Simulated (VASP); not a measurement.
An input for Quantum ESPRESSO's pw.x (written as the equivalent of a VASP run, and not itself run):

```
&CONTROL
  calculation = 'vc-relax'
  pseudo_dir = './pseudo'
  outdir = './out'
  tprnfor = .true.
  tstress = .true.
  nstep = 40
  forc_conv_thr = 0.00078
/
&SYSTEM
  ibrav = 0
  nat = 2
  ntyp = 2
  ecutwfc = 82
  occupations = 'smearing'
  smearing = 'methfessel-paxton'
  degauss = 0.00735
  input_dft = 'pz'
/
&ELECTRONS
  conv_thr = 7.3e-08
  electron_maxstep = 100
/
&IONS
/
&CELL
/
ATOMIC_SPECIES
  Nb 92.906 Nb.upf
  C 12.011 C.upf
CELL_PARAMETERS angstrom
     0.0000000    2.2136093    2.2136093
     2.2136093    0.0000000    2.2136093
     2.2136093    2.2136093    0.0000000
ATOMIC_POSITIONS crystal
  Nb   0.0000000  0.0000000  0.0000000
  C    0.5000000  0.5000000  0.5000000
K_POINTS automatic
  14 14 14 0 0 0
```

### Question
Translate this input to VASP (INCAR, KPOINTS, POSCAR, choice of POTCAR).

### Answer
One answer among several that fit: 
**INCAR**
```
ALGO  =  Normal
EDIFF  =  1E-6
EDIFFG  =  -0.02
ENCUT  =  620
IBRION  =  2
ISIF  =  3
ISMEAR  =  1
LASPH  =  .TRUE.
LCHARG  =  .FALSE.
LMAXMIX  =  4
LREAL  =  .FALSE.
LWAVE  =  .FALSE.
NELM  =  100
NSW  =  40
PREC  =  Accurate
SIGMA  =  0.1
SYSTEM  =  NbC
```

File KPOINTS:
```
Automatic
0
gamma
14 14 14
0 0 0
```

File POSCAR:
```
NbC
1
    0.0000000000     2.2136093099     2.2136093099
    2.2136093099     0.0000000000     2.2136093099
    2.2136093099     2.2136093099     0.0000000000
Nb C
1 1
Direct
  0.0000000000   0.0000000000   0.0000000000
  0.5000000000   0.5000000000   0.5000000000
```

POTCAR, in this order: Nb_sv C (LDA.64 set). Program: vasp_std.

The two are equivalent in intent, not identical: the potentials are each code's own (VASP's PAW set, PseudoDojo norm-conserving files in pw.x), so ENCUT and ecutwfc are chosen apart and not converted; conv_thr bounds pw.x's estimated SCF error, while EDIFF bounds the energy change between steps; forc_conv_thr acts on force components and is met together with etot_conv_thr.

The compound is NbC in the rock salt structure. It was relaxed first.
